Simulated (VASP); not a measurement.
# Na3TeH (Pm-3m) in VASP: a series of runs

Runs on Na3TeH. Level: LDA. Tasks: relaxation of cell and atoms.

Everything below comes from runs of VASP 6.6.1. Logs are shortened: lines on timing, memory, paths and dates and some standing lists are left out, and cuts for length are marked.

**1. The structure**

The structure is cubic, space group Pm-3m (No. 221). The conventional cell has a = 4.767 Å, b = 4.767 Å, c = 4.767 Å, α = 90.00°, β = 90.00°, γ = 90.00°. Around Na (site symmetry 4/mmm) lie 2 H at 2.38 Å. Te (site symmetry m-3m) has 12 Na at 3.37 Å as nearest neighbours. H (site symmetry m-3m) has 6 Na at 2.38 Å as nearest neighbours.

The cell was built by a generator and needn't be a form met in nature.

**2. Relaxation of cell and atoms, LDA**

INCAR

```
PREC     = Accurate       # precision mode
ENCUT    = 600            # plane-wave cutoff, eV
EDIFF    = 1E-6           # SCF threshold, eV
ISMEAR   = 0              # smearing method
SIGMA    = 0.03           # smearing width, eV
LREAL    = F              # projectors in reciprocal space
LASPH    = T              # aspherical terms in the spheres
NELM     = 80             # most SCF steps
ALGO     = Normal         # electronic algorithm
ISIF     = 3              # what is computed and relaxed
LWAVE    = F              # write WAVECAR
LCHARG   = F              # write CHGCAR
GGA      = CA             # functional
IBRION   = 2              # ionic algorithm
NSW      = 90             # ionic steps
EDIFFG   = -0.01          # ionic threshold
```

KPOINTS

```
regular mesh
0
Gamma
  6 6 6
```

POSCAR

```
Na3TeH
1.0
    4.7671700000      0.0000000000      0.0000000000
    0.0000000000      4.7671700000      0.0000000000
    0.0000000000      0.0000000000      4.7671700000
Na Te H
3 1 1
Direct
    0.5000000000      0.0000000000      0.5000000000
    0.0000000000      0.5000000000      0.5000000000
    0.5000000000      0.5000000000      0.0000000000
    0.0000000000      0.0000000000      0.0000000000
    0.5000000000      0.5000000000      0.5000000000
```

Potentials or basis: VASP PAW LDA potentials, release 64 (Na_pv, Te, H).

The run is started by

```bash
> cat potpaw_LDA.64/Na_pv/POTCAR potpaw_LDA.64/Te/POTCAR potpaw_LDA.64/H/POTCAR > POTCAR
> mpirun -np 1 vasp_std > vasp.out
```

OUTCAR:

```text
PREC = Accurate
   ENCUT = 600
   EDIFF = 1E-6
   ISMEAR = 0
   LREAL = F
   LASPH = T
   NELM = 80
   ISIF = 3
   GGA = CA
   IBRION = 2
   NSW = 90
   EDIFFG = -0.01

 ion  position               nearest neighbor table
   1  0.500  0.000  0.500-
   2  0.000  0.500  0.500-
   3  0.500  0.500  0.000-
   4  0.000  0.000  0.000-
   5  0.500  0.500  0.500-

  LATTYP: Found a simple cubic cell.
 ALAT       =     4.7671700000

  Lattice vectors:

 A1 = (   4.7671700000,   0.0000000000,   0.0000000000)
 A2 = (   0.0000000000,   4.7671700000,   0.0000000000)
 A3 = (   0.0000000000,   0.0000000000,   4.7671700000)

Analysis of symmetry for initial positions (statically):
=====================================================================
 Subroutine PRICEL returns:
 Original cell was already a primitive cell.

 Routine SETGRP: Setting up the symmetry group for a
 simple cubic supercell.

 Subroutine GETGRP returns: Found 48 space group operations
 (whereof 48 operations were pure point group operations)
 out of a pool of 48 trial point group operations.

The static configuration has the point symmetry O_h .

Analysis of symmetry for dynamics (positions and initial velocities):
=====================================================================
 Subroutine PRICEL returns:
 Original cell was already a primitive cell.

 Routine SETGRP: Setting up the symmetry group for a
 simple cubic supercell.

 Subroutine GETGRP returns: Found 48 space group operations
 (whereof 48 operations were pure point group operations)
 out of a pool of 48 trial point group operations.

The dynamic configuration has the point symmetry O_h .

 Subroutine INISYM returns: Found 48 space group operations
 (whereof 48 operations are pure point group operations),
 and found     1 'primitive' translations

----------------------------------------------------------------------------------------

                                     Primitive cell

  volume of cell :     108.3383

  direct lattice vectors                    reciprocal lattice vectors
     4.767170000  0.000000000  0.000000000     0.209768059  0.000000000  0.000000000
     0.000000000  4.767170000  0.000000000     0.000000000  0.209768059  0.000000000
     0.000000000  0.000000000  4.767170000     0.000000000  0.000000000  0.209768059

  length of vectors
     4.767170000  4.767170000  4.767170000     0.209768059  0.209768059  0.209768059

  position of ions in fractional coordinates (direct lattice)
     0.500000000  0.000000000  0.500000000
     0.000000000  0.500000000  0.500000000
     0.500000000  0.500000000  0.000000000
     0.000000000  0.000000000  0.000000000
     0.500000000  0.500000000  0.500000000

  ion indices of the primitive-cell ions
   primitive index   ion index
                 1           1
                 2           2
                 3           3
                 4           4
                 5           5

----------------------------------------------------------------------------------------

 KPOINTS: regular mesh

Automatic generation of k-mesh.
 Grid dimensions read from file:
 generate k-points for:    6    6    6

 Generating k-lattice:

  Cartesian coordinates                     Fractional coordinates (reciprocal lattice)
     0.034961343  0.000000000  0.000000000     0.166666667  0.000000000  0.000000000
     0.000000000  0.034961343  0.000000000     0.000000000  0.166666667  0.000000000
     0.000000000  0.000000000  0.034961343     0.000000000  0.000000000  0.166666667

  Length of vectors
     0.034961343  0.034961343  0.034961343

  Shift w.r.t. Gamma in fractional coordinates (k-lattice)
     0.000000000  0.000000000  0.000000000

 Subroutine IBZKPT returns following result:
 ===========================================

 Found     20 irreducible k-points:

 Following reciprocal coordinates:
            Coordinates               Weight
  0.000000  0.000000  0.000000      1.000000
  0.166667  0.000000  0.000000      6.000000
  0.333333  0.000000  0.000000      6.000000
  0.500000  0.000000  0.000000      3.000000
  0.166667  0.166667  0.000000     12.000000
  0.333333  0.166667  0.000000     24.000000
[... 12 lines left out ...]
  0.500000  0.500000  0.333333      6.000000
  0.500000  0.500000  0.500000      1.000000
   k-points           NKPTS =     20   k-points in BZ     NKDIM =     20   number of bands    NBANDS=     18
   number of dos      NEDOS =    301   number of ions     NIONS =      5
   total plane-waves  NPLWV =  64000
   dimension x,y,z NGX =    40 NGY =   40 NGZ =   40
   dimension x,y,z NGXF=    80 NGYF=   80 NGZF=   80
   ions per type =               3   1   1
   NGX,Y,Z   is equivalent  to a cutoff of  13.95, 13.95, 13.95 a.u.
   NGXF,Y,Z  is equivalent  to a cutoff of  27.90, 27.90, 27.90 a.u.
 SYSTEM =  unknown system
   PREC   = accura    normal or accurate (medium, high low for compatibility)
   ISTART =      0    job   : 0-new  1-cont  2-samecut
   ICHARG =      2    charge: 1-file 2-atom 10-const
   ISPIN  =      1    spin polarized calculation?
   LNONCOLLINEAR =      F non collinear calculations
   LSORBIT =      F    spin-orbit coupling
   LASPH  =      T    aspherical Exc in radial PAW
   ENCUT  =  600.0 eV  44.10 Ry    6.64 a.u.   9.52  9.52  9.52*2*pi/ulx,y,z
   NELM   =     80;   NELMIN=  2; NELMDL= -5     # of ELM steps
   EDIFF  = 0.1E-05   stopping-criterion for ELM
   LREAL  =      F    real-space projection
   EDIFFG = -.1E-01   stopping-criterion for IOM
   NSW    =     90    number of steps for IOM
   IBRION =      2    ionic relax: 0-MD 1-quasi-New 2-CG
   NFREE  =      1    steps in history (QN), initial steepest desc. (CG)
   ISIF   =      3    stress and relaxation
   ISYM   =      2    0-nonsym 1-usesym 2-fastsym
   POTIM  = 0.5000    time-step for ionic-motion
   TEBEG  =    0.0;   TEEND  =   0.0 temperature during run
   PSTRESS=    0.0 pullay stress
   NELECT =      28.0000    total number of electrons
   NUPDOWN=      -1.0000    fix difference up-down
   EMIN   =  10.00;   EMAX   =-10.00  energy-range for DOS
   EFERMI =   0.00;   METHOD = LEGACY
   ISMEAR =     0;   SIGMA  =   0.03  broadening in eV -4-tet -1-fermi 0-gaus
   EFERMI_NEDOS =   21; number of points for ismear=-14 and -15
   IALGO  =     38    algorithm
   IMIX   =      4    mixing-type and parameters
     AMIX     =   0.40;   BMIX     =  1.00
     AMIX_MAG =   1.60;   BMIX_MAG =  1.00
  volume/ion in A,a.u.               =      21.67       146.22
  Fermi-wavevector in a.u.,A,eV,Ry     =   1.042798  1.970603 14.795352  1.087428
  Thomas-Fermi vector in A             =   2.177479
   LORBIT       =      0    0 simple, 1 ext, 2 COOP (PROOUT), +10 PAW based schemes
   GGA     = CA    functional components
   LHFCALC =     F    Hartree Fock is set to
   AEXX    =    0.0000 exact exchange contribution
   IVDW    =     0    specifies the selected vdW correction
   LEPSILON=     F    determine dielectric tensor
   LRPA    =     F    only Hartree local field effects (RPA)
 conjugate gradient relaxation of ions
 non-spin polarized calculation
 Gauss-broadening in eV      SIGMA  =   0.03
  energy-cutoff  :      600.00
  volume of cell :      108.34
 maximum number of plane-waves:      3695
 NGX is ok and might be reduce to    40
   NGX = 19   NGY = 19   NGZ = 19

--------------------------------------- Ionic step        1  -------------------------------------------

 number of electron      27.9999994 magnetization

 Free energy of the ion-electron system (eV)
  ---------------------------------------------------
  ext. energy  EPLUGINS =         0.00000000
  ---------------------------------------------------
  free energy    TOTEN  =       -14.92763134 eV

  energy without entropy =      -14.92763134  energy(sigma->0) =      -14.92763134

------------------------ aborting loop because EDIFF is reached ----------------------------------------

  FORCE on cell =-STRESS in cart. coord.  units (eV):
  Direction    XX          YY          ZZ          XY          YZ          ZX
  --------------------------------------------------------------------------------------
  -------------------------------------------------------------------------------------
  Total       -1.5658971     -1.5658971     -1.5658971     -0.0000000      0.0000000      0.0000000
  in kB      -23.1575111    -23.1575111    -23.1575111     -0.0000000      0.0000000      0.0000000
  external PRESSURE =     -23.1575111 kB  Pullay stress =       0.0000000 kB

 VOLUME and BASIS-vectors are now :
 -----------------------------------------------------------------------------
  energy-cutoff  :      600.00
  volume of cell :      108.34
      direct lattice vectors                 reciprocal lattice vectors
     4.767170000  0.000000000  0.000000000     0.209768059  0.000000000  0.000000000
     0.000000000  4.767170000  0.000000000     0.000000000  0.209768059  0.000000000
     0.000000000  0.000000000  4.767170000     0.000000000  0.000000000  0.209768059
[... 40 lines left out ...]
 POSITION                                       TOTAL-FORCE (eV/Angst)
 -----------------------------------------------------------------------------------
      2.34757     -0.00000      2.34757         0.000000     -0.000000      0.000000
     -0.00000      2.34757      2.34757         0.000000     -0.000000      0.000000
      2.34757      2.34757     -0.00000        -0.000000      0.000000      0.000000
      0.00000      0.00000      0.00000        -0.000000      0.000000      0.000000
      2.34757      2.34757      2.34757        -0.000000      0.000000      0.000000
 -----------------------------------------------------------------------------------
    total drift:                               -0.000000     -0.000000     -0.000000

  FREE ENERGIE OF THE ION-ELECTRON SYSTEM (eV)
  ---------------------------------------------------
  free  energy   TOTEN  =       -14.9837037104 eV

  energy  without entropy=      -14.9837037104  energy(sigma->0) =      -14.98370371

--------------------------------------- Ionic step        3  -------------------------------------------

 number of electron      28.0000022 magnetization

 Free energy of the ion-electron system (eV)
  ---------------------------------------------------
  ext. energy  EPLUGINS =         0.00000000
  ---------------------------------------------------
  free energy    TOTEN  =       -15.00737674 eV

  energy without entropy =      -15.00737674  energy(sigma->0) =      -15.00737674

 E-fermi :   2.0781     XC(G=0):  -8.8944

 val. band max:        1.8643764742   @ k =   0.5000   0.5000   0.0000
 cond. band min:       4.5784473970   @ k =   0.5000   0.5000   0.5000
 fundamental gap:      2.7140709228
 Fermi energy:         2.0781080791

 k-point     1 :       0.0000    0.0000    0.0000
  band No.  band energies     occupation
      1     -21.2723      2.00000
      2     -21.2723      2.00000
      3     -21.2723      2.00000
      4     -21.2170      2.00000
      5     -21.2170      2.00000
      6     -21.2170      2.00000
[... 10 lines left out ...]
     17       6.4902      0.00000
     18       8.8638      0.00000
[... 419 lines left out ...]
 POSITION                                       TOTAL-FORCE (eV/Angst)
 -----------------------------------------------------------------------------------
      2.30722     -0.00000      2.30722         0.000000     -0.000000      0.000000
     -0.00000      2.30722      2.30722         0.000000     -0.000000      0.000000
      2.30722      2.30722     -0.00000        -0.000000      0.000000      0.000000
      0.00000      0.00000      0.00000        -0.000000      0.000000      0.000000
      2.30722      2.30722      2.30722        -0.000000      0.000000      0.000000
 -----------------------------------------------------------------------------------
    total drift:                               -0.000000     -0.000000     -0.000000

  FREE ENERGIE OF THE ION-ELECTRON SYSTEM (eV)
  ---------------------------------------------------
  free  energy   TOTEN  =       -15.0073767355 eV

  energy  without entropy=      -15.0073767355  energy(sigma->0) =      -15.00737674

 reached required accuracy - stopping structural energy minimisation
```

Run time: 60 s. Hardware: 1 thread of Intel Xeon Platinum 8488C (Sapphire Rapids), shared host; peak memory 0.23 GiB.

Results:

| Quantity | Value |
| --- | --- |
| Free energy | -15.0074 eV |
| Relaxed volume | 19.65 Å³/atom |
| Relaxed cell | a = 4.614 Å, b = 4.614 Å, c = 4.614 Å, α = 90.00°, β = 90.00°, γ = 90.00° |
| Space group after relaxing (to 0.05 Å) | Pm-3m (No. 221) |
| Energy gained by relaxing | 15.9 meV/atom |
| Ionic steps | 3 |
| Pressure after relaxing | 0.0 GPa |
| Band gap on the k mesh | 2.71 eV, indirect (least direct gap 2.94 eV) |

The path:
```csv
step,energy change (eV),largest force (eV/Å),pressure (GPa),volume (Å³)
1,0.0000,0.0000,-2.32,108.34
2,-0.0561,0.0000,-1.38,103.50
3,-0.0797,0.0000,-0.03,98.26
```

Final structure:
```xyz
5
Lattice="4.6144 0.0000 0.0000 0.0000 4.6144 0.0000 0.0000 0.0000 4.6144" Properties=species:S:1:pos:R:3 pbc="T T T"
Na    2.3072    0.0000    2.3072
Na    0.0000    2.3072    2.3072
Na    2.3072    2.3072    0.0000
Te    0.0000    0.0000    0.0000
H     2.3072    2.3072    2.3072
```

Caveat: spin-orbit coupling is left out, which moves the levels of the heavy elements. A k mesh can miss the band edges.

**3. Relaxation of cell and atoms, LDA**

This run uses another cell than the first one, of 19.65 Å³/atom, 0.907 times its volume.

Edit INCAR of step 2 so:

```diff
@@ -2,3 +2,3 @@
 ENCUT    = 600            # plane-wave cutoff, eV
-EDIFF    = 1E-6           # SCF threshold, eV
+EDIFF    = 1E-7           # SCF threshold, eV
 ISMEAR   = 0              # smearing method
@@ -15,2 +15,2 @@
 NSW      = 90             # ionic steps
-EDIFFG   = -0.01          # ionic threshold
+EDIFFG   = -0.005         # ionic threshold
```

KPOINTS is that of step 2.

POSCAR

```
Na3TeH                                  
1.0
    4.6144491695     -0.0000000000      0.0000000000
   -0.0000000000      4.6144491695     -0.0000000000
   -0.0000000000      0.0000000000      4.6144491695
  Na              Te              H             
     3     1     1
Direct
     0.5000000000000000    0.0000000000000000    0.5000000000000000
     0.0000000000000000    0.5000000000000000    0.5000000000000000
     0.5000000000000000    0.5000000000000000    0.0000000000000000
     0.0000000000000000    0.0000000000000000    0.0000000000000000
     0.5000000000000000    0.5000000000000000    0.5000000000000000
```

Potentials or basis: VASP PAW LDA potentials, release 64 (Na_pv, Te, H).

The run is started by

```bash
> cat potpaw_LDA.64/Na_pv/POTCAR potpaw_LDA.64/Te/POTCAR potpaw_LDA.64/H/POTCAR > POTCAR
> mpirun -np 1 vasp_std > vasp.out
```

It took 25 s on 1 thread of Intel Xeon Platinum 8488C (Sapphire Rapids), shared host; peak memory 0.21 GiB.

The run converged. Its results:

| Property | Result |
| --- | --- |
| Free energy | -15.0062 eV |
| Pressure after relaxing | 0.0 GPa |
| Band gap on the k mesh | 2.71 eV, indirect (least direct gap 2.94 eV) |

Final structure:
```yaml
crystal:
  lattice:
    - [4.61445, 0.00000, 0.00000]
    - [0.00000, 4.61445, 0.00000]
    - [0.00000, 0.00000, 4.61445]
  atoms:
    - { symbol: Na, position: [0.50000, 0.00000, 0.50000] }
    - { symbol: Na, position: [0.00000, 0.50000, 0.50000] }
    - { symbol: Na, position: [0.50000, 0.50000, 0.00000] }
    - { symbol: Te, position: [0.00000, 0.00000, 0.00000] }
    - { symbol: H, position: [0.50000, 0.50000, 0.50000] }
```

Levels at points of the mesh, in eV from the valence-band top:
```csv
k point,band 10,band 11,band 12,band 13,band 14,band 15,band 16,band 17,band 18
"(0.00, 0.00, 0.00)",-9.66,-2.63,-0.46,-0.46,-0.46,4.07,4.07,4.63,7.00
"(0.50, 0.00, 0.00)",-9.40,-3.53,-0.60,-0.21,-0.21,2.73,4.76,4.97,4.97
"(0.50, 0.50, 0.00)",-9.21,-2.30,-2.08,-2.08,0.00,4.60,5.15,6.02,6.02
"(0.50, 0.50, 0.50)",-9.07,-1.88,-1.57,-1.57,-1.57,2.71,2.71,2.71,9.62
```

Caveat: the relaxation stopped at its first step, so nothing moved; spin-orbit coupling is left out, which moves the levels of the heavy elements.
